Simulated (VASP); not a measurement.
Calculation: PBEsol GGA, VASP's PBE PAW potentials (set 64) (plane waves; VASP).

VASP input:

File POSCAR:
```
KBr
4.6360020
  0.0000000000   0.7071067359   0.7071067359
  0.7071067359   0.0000000000   0.7071067359
  0.7071067359   0.7071067359   0.0000000000
K Br
1 1
Cartesian
  0.0000000000   0.0000000000   0.0000000000
  0.7071067359   0.7071067359   0.7071067359
```

**KPOINTS**
```
Automatic mesh
0
Gamma
6 6 6
0 0 0
```

### INCAR
```
SYSTEM = KBr
PREC = Accurate
ENCUT = 530
EDIFF = 1E-7
NELM = 100
ALGO = Normal
LREAL = .FALSE.
LASPH = .TRUE.
ISMEAR = 0
SIGMA = 0.05
GGA = PS
LMAXMIX = 4
LWAVE = .FALSE.
LCHARG = .FALSE.
IBRION = 6
ISIF = 3
NFREE = 2
POTIM = 0.015
NSW = 1
```

POTCAR, in this order: K_sv Br (PBE.64 set). Program: vasp_std.

Output of the run:

**OUTCAR**
```


 TOTAL ELASTIC MODULI (kBar)
 Direction    XX          YY          ZZ          XY          YZ          ZX
 --------------------------------------------------------------------------------
 XX         369.6757     47.2235     47.2235     -0.0000      0.0000     -0.0000
 YY          47.2235    369.6757     47.2235     -0.0000     -0.0000     -0.0000
 ZZ          47.2235     47.2235    369.6757      0.0000     -0.0000      0.0000
 XY          -0.0000     -0.0000      0.0000     50.2134      0.0000      0.0000
 YZ           0.0000     -0.0000     -0.0000      0.0000     50.2134      0.0000
 ZX          -0.0000     -0.0000      0.0000      0.0000      0.0000     50.2134
 --------------------------------------------------------------------------------
```
(Selected blocks of OUTCAR.)

The compound is KBr in the rock salt structure. It was relaxed first.
